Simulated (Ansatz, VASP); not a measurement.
# Cross-check of TaN between VASP and Ansatz

Wanted: the spread between two codes on one cell, functional and k mesh. The cell is taken from a series of runs on this material, whose earlier steps may have relaxed, scaled, displaced or heated it; both programs get it as it stands.

Program: Ansatz 0.2.0. Level of theory: plane waves, with VASP 6.6.1 beside it; PBEsol. Results are calculated unless marked as measured.

### 1. The starting structure

Symmetry: P6/mmm, No. 191, hexagonal system. Conventional cell: a = 5.182 Å, b = 5.182 Å, c = 2.898 Å, α = 90.00°, β = 90.00°, γ = 120.00°. Nearest to N lie 6 Ta at 2.08 to 2.59 Å. Nearest to Ta lie 6 N at 2.59 Å and 2 Ta at 2.90 Å. Ta has 6 N at 2.08 Å nearest. Farther neighbours and most contacts between anions are not listed.

### 2. VASP: zone-centre phonons, PBEsol

Second derivatives magnify differences that forces hide, and they need a tight electronic threshold.

Lines of VASP's logs that name or quote its potential files are left out, and so is its time.

File INCAR:

```
SYSTEM = TaN
PREC = Accurate
ENCUT = 600
EDIFF = 1E-08
NELM = 120
ISMEAR = 1
SIGMA = 0.2
LREAL = .FALSE.
ALGO = Normal
GGA = PS
NBANDS = 30
LASPH = .TRUE.
LORBIT = 11
LWAVE = .FALSE.
LCHARG = .FALSE.
ISIF = 2
IBRION = 8
GGA_COMPAT = .FALSE.
KPAR = 2
```

File POSCAR:

```
TaN
1.0
    5.1822740328      0.0000000000      0.0000000000
   -2.5911370164      4.4879809618      0.0000000000
    0.0000000000      0.0000000000      2.8984468738
N Ta
3 3
Direct
    0.5000000000      0.0000000000      0.0000000000
    0.5000000000      0.5000000000      0.0000000000
    0.0000000000      0.5000000000      0.0000000000
    0.0000000000      0.0000000000      0.0000000000
    0.3333333333      0.6666666667      0.5000000000
    0.6666666667      0.3333333333      0.5000000000
```

File KPOINTS:

```
Automatic mesh
0
Gamma
9 9 12
0 0 0
```

PAW data sets: N and Ta_pv (PBE family, release 64).

Started as:

```
mpirun -np 2 vasp_std
```

Numbers of over 12 decimals in the logs are rounded to 6 here.

What it wrote:

```text
[banner, memory and clock lines left out]
running    2 mpi-ranks, on    1 nodes
 distrk:  each k-point on    1 cores,    2 groups
 distr:  one band on    1 cores,    1 groups

 POSCAR found type information on POSCAR N Ta
 POSCAR found :  2 types and       6 ions
|                                                                             |
|               ----> ADVICE to this user running VASP <----                  |
|                                                                             |
|     You enforced a specific xc type in the INCAR file but a different       |
|     [... a line on the potential file left out ...]
|     I HOPE YOU KNOW WHAT YOU ARE DOING!                                     |
|                                                                             |

 LDA part: xc-table for (Slater+PW92), standard interpolation
 POSCAR, INCAR and KPOINTS ok, starting setup
 FFT: planning ... GRIDC
 FFT: planning ... GRID_SOFT
 FFT: planning ... GRID
 WAVECAR not read
 entering main loop
       N       E                     dE             d eps       ncg     rms          rms(c)
DAV:   1     0.478538510466E+03    0.47854E+03   -0.28657E+04  5040   0.187E+03
DAV:   2    -0.442041305379E+02   -0.52274E+03   -0.50454E+03  5696   0.516E+02
DAV:   3    -0.779023713317E+02   -0.33698E+02   -0.32949E+02  6320   0.123E+02
DAV:   4    -0.786672160273E+02   -0.76484E+00   -0.75415E+00  6252   0.174E+01
DAV:   5    -0.786856321684E+02   -0.18416E-01   -0.18380E-01  6354   0.215E+00    0.471E+01
DAV:   6    -0.692737904089E+02    0.94118E+01   -0.52623E+01  6490   0.420E+01    0.206E+01
DAV:   7    -0.688884149069E+02    0.38538E+00   -0.48020E+00  6548   0.155E+01    0.115E+01
DAV:   8    -0.687331834400E+02    0.15523E+00   -0.96489E-01  6574   0.551E+00    0.359E+00
DAV:   9    -0.687062761211E+02    0.26907E-01   -0.11594E-01  6494   0.277E+00    0.464E-01
DAV:  10    -0.687054041745E+02    0.87195E-03   -0.22160E-02  6424   0.859E-01    0.198E-01
DAV:  11    -0.687048011111E+02    0.60306E-03   -0.52074E-03  6348   0.457E-01    0.495E-02
DAV:  12    -0.687047771499E+02    0.23961E-04   -0.24290E-04  6416   0.109E-01    0.180E-02
DAV:  13    -0.687047770451E+02    0.10484E-06   -0.12924E-05  6464   0.227E-02    0.577E-03
DAV:  14    -0.687047771133E+02   -0.68199E-07   -0.15989E-06  6880   0.850E-03    0.224E-03
DAV:  15    -0.687047769960E+02    0.11727E-06   -0.27255E-07  6698   0.358E-03    0.234E-04
DAV:  16    -0.687047770064E+02   -0.10385E-07   -0.12867E-08  4112   0.814E-04    0.135E-04
DAV:  17    -0.687047770013E+02    0.50941E-08   -0.17429E-09  3918   0.349E-04
   1 F= -.68704777E+02 E0= -.68706070E+02  d E =0.387933E-02
 Linear response reoptimize wavefunctions to high precision
DAV:   1    -0.687047770013E+02   -0.18190E-10   -0.32944E-10  3978   0.126E-04
 Linear response DOF=           7
 Linear response progress:
  Degree of freedom:   1/  7
       N       E                     dE             d eps       ncg     rms          rms(c)
RMM:   1    -0.241524066540E+00   -0.24152E+00    0.14154E-01 21253   0.213E+00
RMM:   2    -0.239379264600E+00    0.21448E-02   -0.11665E-02 18054   0.438E-01    0.143E-01
RMM:   3    -0.240366828791E+00   -0.98756E-03   -0.22505E-03 17383   0.167E-01    0.718E-02
RMM:   4    -0.241388511171E+00   -0.10217E-02   -0.51633E-04 18192   0.891E-02    0.220E-02
RMM:   5    -0.241574998344E+00   -0.18649E-03   -0.68222E-05 18860   0.305E-02    0.725E-03
RMM:   6    -0.241582181098E+00   -0.71828E-05   -0.69199E-06 18793   0.962E-03    0.132E-03
RMM:   7    -0.241568650305E+00    0.13531E-04   -0.89819E-07 19638   0.305E-03    0.697E-04
RMM:   8    -0.241569449647E+00   -0.79934E-06   -0.58601E-07 20159   0.109E-03    0.187E-04
RMM:   9    -0.241569419402E+00    0.30245E-07   -0.12715E-07 20051   0.480E-04    0.356E-05
RMM:  10    -0.241569364758E+00    0.54643E-07   -0.14444E-08 21462   0.281E-04    0.298E-05
RMM:  11    -0.241569281916E+00    0.82843E-07   -0.37827E-08 20789   0.211E-04    0.645E-06
RMM:  12    -0.241569366597E+00   -0.84681E-07   -0.14222E-08 22125   0.193E-04    0.391E-06
RMM:  13    -0.241569363906E+00    0.26903E-08   -0.90762E-09 22058   0.187E-04    0.250E-06
 first order change of Fermi-energy   0.27488E-04
 force on displaced ion       1 direction 1 :   5.988   0.000   0.000
 Linear response progress:
  Degree of freedom:   2/  7
       N       E                     dE             d eps       ncg     rms          rms(c)
RMM:   1    -0.256330343603E+00   -0.25633E+00    0.15477E-01 22045   0.247E+00
RMM:   2    -0.247946751051E+00    0.83836E-02   -0.19193E-02 17547   0.524E-01    0.489E-01
RMM:   3    -0.248867303666E+00   -0.92055E-03   -0.40138E-03 18897   0.246E-01    0.311E-01
RMM:   4    -0.250003687742E+00   -0.11364E-02   -0.63592E-04 16989   0.113E-01    0.102E-01
[...]
RMM:   3    -0.212995857622E+00   -0.11365E-03   -0.76520E-03 18375   0.223E-01    0.502E-02
RMM:   4    -0.212922420538E+00    0.73437E-04   -0.89056E-04 19536   0.881E-02    0.242E-02
RMM:   5    -0.212800725329E+00    0.12170E-03   -0.16081E-04 20011   0.370E-02    0.803E-03
RMM:   6    -0.212706944494E+00    0.93781E-04   -0.38565E-05 18935   0.198E-02    0.230E-03
RMM:   7    -0.212699157089E+00    0.77874E-05   -0.15102E-05 20645   0.714E-03    0.108E-03
[...]
force on displaced ion       4 direction 1 :   1.315   0.000   0.000
 Linear response progress:
  Degree of freedom:   5/  7
       N       E                     dE             d eps       ncg     rms          rms(c)
RMM:   1    -0.110743958769E+00   -0.11074E+00    0.15432E+01  5935   0.162E+01
RMM:   2    -0.139781759791E+00   -0.29038E-01   -0.33497E-02  7755   0.889E-01    0.154E-01
RMM:   3    -0.137865274651E+00    0.19165E-02   -0.53749E-03  8313   0.248E-01    0.644E-02
RMM:   4    -0.136654589057E+00    0.12107E-02   -0.98957E-04  8865   0.114E-01    0.288E-02
RMM:   5    -0.136151239375E+00    0.50335E-03   -0.10626E-04  9912   0.346E-02    0.327E-03
RMM:   6    -0.136182178425E+00   -0.30939E-04   -0.11332E-05  9235   0.919E-03    0.131E-03
RMM:   7    -0.136183229910E+00   -0.10515E-05   -0.19166E-06  9717   0.298E-03    0.262E-04
RMM:   8    -0.136187577202E+00   -0.43473E-05   -0.14974E-06  9929   0.122E-03    0.857E-05
RMM:   9    -0.136188196701E+00   -0.61950E-06   -0.73426E-07 10391   0.657E-04    0.510E-05
RMM:  10    -0.136188779353E+00   -0.58265E-06   -0.46469E-07 10146   0.446E-04    0.271E-05
RMM:  11    -0.136188511849E+00    0.26750E-06   -0.38627E-07 10266   0.353E-04    0.110E-05
RMM:  12    -0.136188596801E+00   -0.84952E-07   -0.20563E-07 10795   0.305E-04    0.766E-06
RMM:  13    -0.136188683663E+00   -0.86862E-07   -0.15980E-07 10632   0.277E-04    0.472E-06
RMM:  14    -0.136188767481E+00   -0.83819E-07   -0.12865E-07 11093   0.260E-04    0.137E-06
RMM:  15    -0.136188781385E+00   -0.13904E-07   -0.91419E-08 10689   0.246E-04    0.130E-06
RMM:  16    -0.136188791711E+00   -0.10325E-07   -0.82756E-08 10409   0.238E-04    0.121E-06
RMM:  17    -0.136188797276E+00   -0.55649E-08   -0.67957E-08 10181   0.232E-04    0.162E-06
 first order change of Fermi-energy   0.11672E-02
 force on displaced ion       4 direction 3 :  -0.000  -0.000  -7.101
 Linear response progress:
  Degree of freedom:   6/  7
       N       E                     dE             d eps       ncg     rms          rms(c)
RMM:   1    -0.181614547346E+00   -0.18161E+00    0.10432E+01 17764   0.203E+01
RMM:   2    -0.210246202588E+00   -0.28632E-01   -0.53317E-02 28678   0.141E+00    0.215E-01
RMM:   3    -0.209814098770E+00    0.43210E-03   -0.78642E-03 30792   0.341E-01    0.116E-01
RMM:   4    -0.209313283009E+00    0.50082E-03   -0.94986E-04 35713   0.127E-01    0.466E-02
RMM:   5    -0.209139888214E+00    0.17339E-03   -0.10321E-04 36739   0.397E-02    0.196E-02
RMM:   6    -0.209060799649E+00    0.79089E-04   -0.67576E-05 35403   0.153E-02    0.463E-03
RMM:   7    -0.209054439938E+00    0.63597E-05   -0.68699E-05 35609   0.765E-03    0.165E-03
RMM:   8    -0.209052307229E+00    0.21327E-05   -0.25829E-05 35569   0.381E-03    0.850E-04
RMM:   9    -0.209053766352E+00   -0.14591E-05   -0.16586E-05 37067   0.162E-03    0.422E-04
RMM:  10    -0.209054496405E+00   -0.73005E-06   -0.99680E-06 35413   0.124E-03    0.173E-04
RMM:  11    -0.209054841152E+00   -0.34475E-06   -0.64228E-06 36701   0.733E-04    0.437E-05
RMM:  12    -0.209055040321E+00   -0.19917E-06   -0.37792E-06 36963   0.538E-04    0.219E-05
RMM:  13    -0.209055271504E+00   -0.23118E-06   -0.27102E-06 38474   0.446E-04    0.153E-05
RMM:  14    -0.209055266277E+00    0.52271E-08   -0.17943E-06 38671   0.396E-04    0.795E-06
[...]
RMM:  26    -0.209055498460E+00    0.30188E-08   -0.68591E-07 43697   0.328E-04    0.816E-07
RMM:  27    -0.209055497119E+00    0.13407E-08   -0.68681E-07 42978   0.328E-04    0.508E-07
RMM:  28    -0.209055494206E+00    0.29131E-08   -0.67133E-07 43457   0.327E-04    0.354E-07
RMM:  29    -0.209055491900E+00    0.23061E-08   -0.65340E-07 43335   0.327E-04    0.112E-07
RMM:  30    -0.209055492107E+00   -0.20683E-09   -0.66850E-07 43397   0.327E-04    0.177E-07
RMM:  31    -0.209055489980E+00    0.21267E-08   -0.64303E-07 43274   0.327E-04    0.170E-07
RMM:  32    -0.209055491642E+00   -0.16622E-08   -0.66263E-07 43328   0.327E-04    0.163E-07
RMM:  33    -0.209055490031E+00    0.16117E-08   -0.63570E-07 43500   0.327E-04    0.152E-07
 first order change of Fermi-energy  -0.24451E-04
 force on displaced ion       5 direction 1 : -28.544  -0.004   0.000
 Linear response progress:
  Degree of freedom:   7/  7
       N       E                     dE             d eps       ncg     rms          rms(c)
RMM:   1    -0.143514284230E+00   -0.14351E+00    0.10322E+01  7609   0.194E+01
RMM:   2    -0.169483029565E+00   -0.25969E-01   -0.44556E-02 11766   0.128E+00    0.150E-01
RMM:   3    -0.169051870911E+00    0.43116E-03   -0.86625E-03 13173   0.341E-01    0.770E-02
RMM:   4    -0.168487218105E+00    0.56465E-03   -0.79421E-04 14632   0.125E-01    0.261E-02
RMM:   5    -0.168298900328E+00    0.18832E-03   -0.81044E-05 14921   0.332E-02    0.774E-03
RMM:   6    -0.168242013703E+00    0.56887E-04   -0.29042E-05 14255   0.113E-02    0.150E-03
RMM:   7    -0.168239571567E+00    0.24421E-05   -0.18659E-05 14539   0.458E-03    0.526E-04
RMM:   8    -0.168239931393E+00   -0.35983E-06   -0.13529E-05 14613   0.216E-03    0.244E-04
RMM:   9    -0.168241186428E+00   -0.12550E-05   -0.90667E-06 15095   0.131E-03    0.879E-05
RMM:  10    -0.168241755545E+00   -0.56912E-06   -0.58245E-06 14096   0.886E-04    0.315E-05
RMM:  11    -0.168242186284E+00   -0.43074E-06   -0.37317E-06 14859   0.661E-04    0.154E-05
RMM:  12    -0.168242282721E+00   -0.96437E-07   -0.25617E-06 15718   0.510E-04    0.683E-06
RMM:  13    -0.168242342704E+00   -0.59983E-07   -0.17492E-06 15688   0.436E-04    0.488E-06
RMM:  14    -0.168242445910E+00   -0.10321E-06   -0.11889E-06 15488   0.392E-04    0.333E-06
[...]
RMM:  21    -0.168242514536E+00   -0.11322E-07   -0.19053E-07 17148   0.310E-04    0.168E-06
RMM:  22    -0.168242519706E+00   -0.51704E-08   -0.16524E-07 16914   0.308E-04    0.141E-06
RMM:  23    -0.168242520730E+00   -0.10235E-08   -0.15550E-07 16797   0.306E-04    0.161E-06
RMM:  24    -0.168242523910E+00   -0.31802E-08   -0.13402E-07 17151   0.305E-04    0.139E-06
RMM:  25    -0.168242521332E+00    0.25774E-08   -0.13328E-07 16977   0.305E-04    0.176E-06
RMM:  26    -0.168242518863E+00    0.24692E-08   -0.12318E-07 17031   0.304E-04    0.192E-06
RMM:  27    -0.168242521019E+00   -0.21553E-08   -0.12117E-07 17090   0.304E-04    0.190E-06
RMM:  28    -0.168242521884E+00   -0.86587E-09   -0.11358E-07 17114   0.304E-04    0.179E-06
 first order change of Fermi-energy  -0.19402E-03
 force on displaced ion       5 direction 3 :  -0.000   0.000 -22.650
 Linear response finished
```

(Part 1 of 2 ends here.)

[Lines on the potential files, build, host, timing and source positions are cut from VASP's logs without a mark.]

[Logs are printed without paths, hosts, clocks, repeated set-up lines and the standing remarks that a program may print on its own settings, such as how far it seeks lower states.]

[Hosts, paths, dates, database ids (printed as entryN), source tags and the programs' standing remarks are cut or masked in the printed files.]
